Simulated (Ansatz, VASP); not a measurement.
# Cross-check of Hf (Hafnium) between VASP and Ansatz, part 2 of 2

Aim: how closely do two programs agree when they are given the same cell, functional and k mesh? The cell is taken from a series of runs on this material, whose earlier steps may have relaxed, scaled, displaced or heated it; both programs get it as it stands.

VASP 6.6.1 and Ansatz 0.2.0.

So far: Starting point; VASP: zone-centre phonons, PBEsol.

## (3) Ansatz: zone-centre phonons, PBEsol

Level of this step: Ansatz beside VASP: Kohn-Sham DFT, plane waves, PBEsol (Ansatz).

Ansatz runs on its PAW soft_1 files.

The same cell, functional, mesh and smearing now go to Ansatz, which takes its cutoff from its data sets.

Contents of input.yaml:

```yaml
crystal:
  lattice:
    - [3.1270437562, 0.0, 0.0]
    - [-1.5635218781, 2.7080993316, 0.0]
    - [0.0, 0.0, 5.1951950828]
  atoms:
    - { symbol: Hf, position: [0.3333333348, 0.6666666652, 0.25] }
    - { symbol: Hf, position: [0.6666666652, 0.3333333348, 0.75] }
kpoints:
  mp_grid: { grid: [15, 15, 8] }
hamiltonian:
  xc: pbesol
  pseudopotentials: { kind: paw, azcp: { folder: soft_1 }, xc_functional: pbe }
scf:
  occupations: { method: methfessel_paxton, width: 0.2 }
output:
  eigenvalues: true
phonons:
  method: dfpt
```

The run is started by

```
$ ansatz run input.yaml --threads 4 --pin off --max-ram 10240MiB --backend cpu --events-out ev --progress --plain --runs-dir out
```

Numbers of over 12 decimals in the logs are rounded to 6 here.

What it wrote:

```text
zone centre: on kpoints.mp_grid the ground state, and the responses unless they are solved on pairs of k-points, stand on 320 of the mesh's 1800 k-points, reduced under 4 symmetry operations, with k and −k counted as one. Each operation leaves every solved displacement unchanged or reverses it
Engine: ansatz 0.2.0, x86_64-unknown-linux-gnu
Pseudopotentials: kind: paw
Pseudopotential: Hf, paw, valence charge 26, recommended cutoff 420 eV (normal), soft_1/Hf.paw.azcp
Functional definition: PBEsol
  exchange = pbesol_x
  correlation = pbesol_c
Crystal: 2 atoms, lattice volume = 43.995 Å³
Basis set: ecut = 420 eV, 881 PW (Γ), exchange–correlation on 48×48×72 points (8 copies of the dense FFT grid, shifted against one another)
Bands: 32, of which v1, the nominal top of the filled ones, is band 26 counted from 1 (25 counted from 0)
Symmetry: 24 space group operations
k-points: 320 of 1800 (irreducible under 4 space group operations, time reversal used)
Non-local potential: Hf, projectors of the file, l = 0: 3, l = 1: 2, l = 2: 2, l = 3: 3
PAW form: soft (Blöchl's): semilocal exchange-correlation on the pseudo side does not see the compensation charge
PAW frozen core: Hf, regenerated for the run's functional, and the local potential with it (the file was generated under x = pbe(κ = 0.804, μ = 0.219515), c = pbe(β = 0.066725))
PAW one-centre angular grid: Hf, 590 points (default); XC on 64 Gauss nodes
Initial density: superposition of atomic densities (chi_scale 0.1, normalization cell)
Initial wavefunctions: pseudopotential atomic-orbital guess
Functional: x = pbesol(κ = 0.804, μ = 0.123457), c = pbesol(β = 0.046)
SCF iter   1: F=—  HF=-31197.820841 eV  |F-HF|=—  |Δ(HF+E_count)|=         —  Δρ=3.59e-2  dr2=6.80e-1  ethr=3.10e-3  ⟨swp⟩=4.8  Hψ=34473  notcnv=0
preconditioner: auto → Kerker (q_TF=auto, 2.805 Å⁻¹)  [metal: Δε(μ)=0.017 eV  Ē_g=16.874 eV  σ=0.200 eV  W_gap=0.07  n_scr=22 (ndim 8)  ℏωp=38.8 eV  f_vac=0.000  D(μ)=1.36/eV (n_scr^D=8)]
SCF iter   2: F=—  HF=-31197.672883 eV  |F-HF|=—  |Δ(HF+E_count)|=   1.48e-1  S|Δr|=    0.00e0  Δρ=2.26e-2  dr2=2.65e-1  ethr=1.31e-3  ⟨swp⟩=3.0  Hψ=19950  notcnv=0  defer=105
SCF iter   3: F=—  HF=-31197.618296 eV  |F-HF|=—  |Δ(HF+E_count)|=   5.46e-2  S|Δr|=    0.00e0  Δρ=9.35e-3  dr2=4.56e-2  ethr=5.10e-4  ⟨swp⟩=2.0  Hψ=15930  notcnv=0  defer=107
SCF iter   4: F=—  HF=-31197.570242 eV  |F-HF|=—  |Δ(HF+E_count)|=   4.81e-2  S|Δr|=    0.00e0  Δρ=3.01e-3  dr2=1.88e-3  ethr=8.78e-5  ⟨swp⟩=2.0  Hψ=18480  notcnv=0  defer=107
SCF iter   5: F=—  HF=-31197.571435 eV  |F-HF|=—  |Δ(HF+E_count)|=   1.19e-3  S|Δr|=    0.00e0  Δρ=6.86e-4  dr2=1.96e-4  ethr=3.62e-6  ⟨swp⟩=2.1  Hψ=14505  notcnv=0  defer=107
SCF iter   6: F=—  HF=-31197.571593 eV  |F-HF|=—  |Δ(HF+E_count)|=   1.58e-4  S|Δr|=    0.00e0  Δρ=1.28e-4  dr2=4.91e-6  ethr=3.77e-7  ⟨swp⟩=2.0  Hψ=18493  notcnv=0  defer=107
SCF iter   7: F=—  HF=-31197.571604 eV  |F-HF|=—  |Δ(HF+E_count)|=   1.10e-5  S|Δr|=    0.00e0  Δρ=2.95e-5  dr2=3.00e-7  ethr=9.44e-9  ⟨swp⟩=2.3  Hψ=18767  notcnv=0  defer=135
SCF iter   8: F=—  HF=-31197.571604 eV  |F-HF|=—  |Δ(HF+E_count)|=   7.36e-9  S|Δr|=    0.00e0  Δρ=5.48e-6  dr2=1.09e-8  ethr=5.77e-10  ⟨swp⟩=2.5  Hψ=17740  notcnv=0  defer=135
SCF iter   9: F=—  HF=-31197.571604 eV  |F-HF|=—  |Δ(HF+E_count)|=   1.40e-9  S|Δr|=    0.00e0  Δρ=9.32e-7  dr2=2.69e-10  ethr=2.10e-11  ⟨swp⟩=2.5  Hψ=18424  notcnv=0  defer=135
SCF iter  10: F=—  HF=-31197.571604 eV  |F-HF|=—  |Δ(HF+E_count)|=  2.55e-11  S|Δr|=    0.00e0  Δρ=2.25e-7  dr2=1.24e-11  ethr=1.00e-12  ⟨swp⟩=1.6  Hψ=11532  notcnv=0  defer=135
SCF iter  11: F=-31197.571604 eV  HF=-31197.571604 eV  |F-HF|=3.64e-12  |Δ(HF+E_count)|=  7.28e-12  S|Δr|=    0.00e0  Δρ=3.94e-8  dr2=3.29e-13  ethr=1.00e-12  ⟨swp⟩=9.5  Hψ=58492  notcnv=0
SCF 1 converged in 11 iterations: F = -31197.571604 eV  dr2 = 3.29e-13
  greatest PAW one-centre occupation: 0.998 electrons in one spin orbital (limit 2), on the Hf atom at site 1 (counted from 0), in its partial waves of l = 0
DFPT response loops at Γ: preconditioner auto → Kerker (q_TF=auto, 2.805 Å⁻¹) (partly filled bands, converged f_vac=0.000); β = 1.00, the filter's whole step (`scf.mixing.beta` (0.50) is not read by the response loops under this deck's `scf.mixing.preconditioner`; to damp them name `kerker` or `kerker_dos`, under which they read `scf.mixing.beta`, and type it under 1.00, their step now; both keys bind the ground state too); Broyden in place of MSR1
SCF converged after 11 iterations
Stability not checked: this state was not tested for a lower state beside it, because cold or Methfessel-Paxton smearing, or corrected tetrahedra, fill the levels in a way that the test cannot read (fill_not_monotonic; see scf.lower_state_search)
Free energy (F): -31197.571604 eV
Harris-Foulkes:  -31197.571604 eV  (|F-HF|=3.64e-12)
Internal energy: -31197.574796 eV  (E = F + TS)
E sigma→0 (E₀):  -31197.572402 eV
Entropy (-TS):   0.003192 eV (1.596 meV/atom)
Fermi energy:    18.336628 eV
--- Per-component energies (eV) ---
  E_band       = -5.686072
  E_kinetic    = 819.481301
  E_local      = -12546.871822  (includes V_loc(G=0)·N_el)
  E_nonlocal   = 129.167698
  E_hartree    = 6111.698522
  E_xc         = -529.359618
  E_vxc        = -509.343903  (∫ρ·V_xc dr)
  E_paw        = -15150.772010  (= ΣΔE_a)
  E_vpaw       = -121.516597  (= ΣTr[D̂ρ^β])
  E_aug_tail   = 0.000180  (compensation charges beyond the density's cutoff)
  E_ewald      = -10033.421160
  E_core_change = 2.502112  (= ΣΔE_core)
  E_smearing   = 0.003192  (= −TS)
  E_closure    = -0.000000  (closes the sum)
  Σ components = -31197.571604   (vs F -31197.571604, Δ=0.00e0)
--- Band table (eV; the first three rows and the last of 320) ---
  k-point 0: bands = [... 22 lower, 10.8929, 14.4313, 18.6656, 19.3064, 19.6004, 19.6004, 20.3120, 20.3120, ... 2 higher]
  k-point 1: bands = [... 22 lower, 11.0290, 14.3447, 18.4991, 19.2001, 19.5526, 19.5526, 20.2231, 20.2231, ... 2 higher]
  k-point 2: bands = [... 22 lower, 11.4225, 14.0429, 18.2010, 18.9176, 19.4797, 19.4797, 20.0076, 20.0076, ... 2 higher]
  k-point 319: bands = [... 22 lower, 15.4268, 15.4268, 17.5483, 17.5483, 18.3431, 18.3431, 20.5634, 20.5634, ... 2 higher]
--- Phonons (Γ-DFPT): 2 representative perturbations + reference, on 320 of 1800 k-points (Σ response iterations 6) ---
  k mesh reduced under 4 symmetry operations, with k and −k counted as one. Each operation leaves every solved displacement unchanged or reverses it
  ASR residual: 2.930e-5 → 0.000e0 eV/Å²; symmetrization residual: 6.410e-12 eV/Å²
  ASR residual per site (eV/Å²): 2.93e-5 2.93e-5
  Γ frequencies (cm⁻¹): 0.00 0.00 0.00 70.90 70.90 92.28
  non-analytic LO–TO correction: not included (Born effective charges unavailable; polar crystals: no LO–TO splitting at Γ)
```

Reading the cycles: dr2 is the Hartree energy of the density residual (eV), the measure of convergence; HF is the Harris–Foulkes estimate of the energy, which meets the free energy F at convergence.

## (4) Comparison

Known differences besides the potentials themselves: the data sets hold 52 valence electrons in Ansatz (on its PAW soft_1 files) and 20 in VASP; the cutoff is 420 eV in Ansatz and 500 eV in VASP; Ansatz makes its cores anew for this functional, VASP keeps those of its PBE data sets. Total energies have different zeros and are not compared.

Both answers:

| quantity | Ansatz | VASP | difference |
| --- | --- | --- | --- |
| optical mode 1 to 2 (cm⁻¹) | 70.9 | 71.0 | -0.19 % |
| optical mode 3 (cm⁻¹) | 92.3 | 90.0 | +2.52 % |

Modes are paired by rising frequency, not by their patterns, so a pair may set unlike modes beside each other; they are those without the splitting of longitudinal modes.

## (5) What came out

| Quantity | Value |
| --- | --- |
| r.m.s. difference of the optical zone-centre modes, each program's sorted by frequency (zone-centre phonons, PBEsol) | 1.3 cm⁻¹ |
| difference in optical mode 3 (zone-centre phonons, PBEsol) | +2.5 % |

The r.m.s. difference of the optical zone-centre modes, each program's sorted by frequency is 1.3 cm⁻¹ (zone-centre phonons, PBEsol). The data sets hold unlike numbers of valence electrons (52 in Ansatz and 20 in VASP), so part of the differences comes from the potentials. Among the rows given in per cent, the largest difference of the zone-centre phonons, PBEsol pair is in optical mode 3, +2.5 %. How closely two codes agree says nothing of how well the functional describes the real material.

[Lines on the potential files, build, host, timing and source positions are cut from VASP's logs without a mark.]

[Logs are printed without paths, hosts, clocks, repeated set-up lines and the standing remarks that a program may print on its own settings, such as how far it seeks lower states.]

[Hosts, paths, dates, database ids (printed as entryN), source tags and the programs' standing remarks are cut or masked in the printed files.]
